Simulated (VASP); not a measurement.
Given:

```
CELL_PARAMETERS angstrom
      3.38860    -1.92278    -0.00136
      3.38860     1.92278    -0.00136
     -2.23298     0.00000     4.49562
ATOMIC_POSITIONS crystal
  Mg 0.50000 0.50000 0.50000
  S  0.91898 0.91898 0.76930
  S  0.08102 0.08102 0.23070
```

All values below come from LDA (Ceperley-Alder, Perdew-Zunger), VASP's LDA PAW potentials (set 64) (plane waves; VASP). Numerical set-up: 400 eV cut-off, 8×8×6 Γ-centred mesh, tetrahedra with Blöchl corrections, potentials Mg S.

The cores are frozen, which limits the accuracy of field gradients.

Give the principal components of the electric field gradient (V/Å²) and the asymmetry η at each nucleus.

```
atom     Vxx     Vyy    Vzz     η
----  ------  ------  -----  ----
Mg1     -3.4    -2.7    6.1  0.11
S2    -126.4  -124.6  251.0  0.01
S3    -126.4  -124.6  251.0  0.01
```

The structure comes from a computed database's MgS2 entry (C2/m); how it stands against other phases isn't given here. It was relaxed first.
